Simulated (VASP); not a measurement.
PtS2:

```xyz
3
Lattice="3.5487 0.0000 0.0000 -1.7744 3.0733 0.0000 0.0000 0.0000 5.5971" Properties=species:S:1:pos:R:3 pbc="T T T"
Pt    0.0000    0.0000    0.0000
S     1.7744    1.0244    4.3638
S     0.0000    2.0489    1.2332
```

The cell is a database's computed one.

* Program: VASP 6.6.1
* Task: relaxation of cell and atoms
* Functional: PBEsol
* Potentials or basis: VASP PAW PBE potentials, release 64 (Pt, S)
* Cutoff: 600 eV
* k mesh: 9 × 9 × 6
* Occupations: gaussian, width 0.02 eV
* Spin: no spin polarisation

At the start: pressure -2.3 GPa; volume 20.35 Å³/atom.

Question: Where does the relaxation end?

Answer: Over 34 steps the energy falls by 10.5 meV/atom and the volume is 17.64 Å³/atom (-13.3 %); space group P-3m1 (No. 164, to 0.05 Å).

The path:
| step | energy change (eV) | largest force (eV/Å) | pressure (GPa) | volume (Å³) |
| --- | --- | --- | --- | --- |
| 1 | 0.0000 | 0.2930 | -2.32 | 61.04 |
| 2 | 0.0180 | 0.5177 | 4.60 | 58.48 |
| 3 | -0.0086 | 0.0125 | 0.02 | 60.09 |
| 4 | -0.0086 | 0.0067 | 0.07 | 60.07 |
| 5 | -0.0096 | 0.0214 | 0.02 | 60.04 |
| 6 | -0.0104 | 0.0700 | -0.09 | 59.99 |
| 7 | -0.0110 | 0.0572 | -0.19 | 59.86 |
| 8 | -0.0126 | 0.0198 | -0.50 | 59.49 |
| 9 | -0.0152 | 0.0495 | -1.08 | 58.74 |
| 10 | -0.0180 | 0.1659 | -2.09 | 57.21 |
| 11 | -0.0181 | 0.1661 | -2.09 | 57.20 |
| 12 | -0.0183 | 0.1662 | -2.09 | 57.15 |
| 13 | -0.0186 | 0.1662 | -2.08 | 57.06 |
| 14 | -0.0193 | 0.1663 | -2.06 | 56.89 |
| 15 | -0.0207 | 0.1662 | -2.01 | 56.53 |
| 16 | -0.0233 | 0.1641 | -1.89 | 55.82 |
| 17 | -0.0278 | 0.1531 | -1.53 | 54.40 |
| 18 | -0.0275 | 0.1221 | -0.16 | 51.55 |
| 19 | -0.0301 | 0.1173 | -1.02 | 53.50 |
| 20 | -0.0304 | 0.1151 | -0.91 | 53.16 |
| 21 | -0.0304 | 0.1138 | -0.80 | 52.92 |
| 22 | -0.0304 | 0.1146 | -0.84 | 53.04 |
| 23 | -0.0309 | 0.0857 | -0.62 | 53.14 |
| 24 | -0.0313 | 0.0206 | -0.14 | 53.37 |
| 25 | -0.0313 | 0.0242 | -0.17 | 53.35 |
| 26 | -0.0314 | 0.0226 | -0.14 | 53.31 |
| 27 | -0.0314 | 0.0177 | -0.08 | 53.17 |
| 28 | -0.0315 | 0.0084 | 0.07 | 52.90 |
| 29 | -0.0315 | 0.0095 | 0.06 | 52.94 |
| 30 | -0.0315 | 0.0128 | 0.00 | 53.03 |
| 31 | -0.0315 | 0.0102 | 0.04 | 52.96 |
| 32 | -0.0315 | 0.0100 | 0.01 | 52.96 |
| 33 | -0.0315 | 0.0095 | -0.06 | 52.95 |
| 34 | -0.0315 | 0.0006 | 0.01 | 52.93 |

Final structure:
```
Pt S
1.0
     3.56759    0.00000    0.00000
    -1.78379    3.08962    0.00000
     0.00000    0.00000    4.80172
Pt S
1 2
Direct
  0.00000 0.00000 0.00000
  0.66667 0.33333 0.75069
  0.33333 0.66667 0.24931
```

Caveat: the PAW data sets were made with another functional, which shifts forces and pressure a little; this functional lacks dispersion, which binds the layers, so the pressure and a relaxed spacing across them are unreliable.
